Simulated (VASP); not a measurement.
Here is the system:

```
MoTe2
1.0
    3.56031     0.00000     0.00000
   -1.78016     3.08332     0.00000
    0.00000     0.00000    17.49005
Te Mo
2 1
Direct
  0.33333   0.66667   0.89764
  0.33333   0.66667   0.10236
  0.00000   0.00000   0.00000
```

Calculation: r2SCAN meta-GGA, VASP's PBE PAW potentials (set 64) (plane waves; VASP). Numerical set-up: 400 eV cut-off, 8×8×2 Γ-centred mesh, tetrahedra with Blöchl corrections, potentials Te Mo_sv.

The cell holds a wide vacuum, so values per volume refer to the whole cell. The cores are frozen, which limits the accuracy of field gradients.

Task: Give the principal components of the electric field gradient (V/Å²) and the asymmetry η at each nucleus.

Result: 
```csv
atom,Vxx,Vyy,Vzz,η
Te1,104.6,104.6,-209.2,0.00
Te2,104.6,104.6,-209.2,0.00
Mo3,39.2,39.2,-78.4,0.00
```

The cell is a sheet with vacuum, built from a database entry that may be metastable or hypothetical.
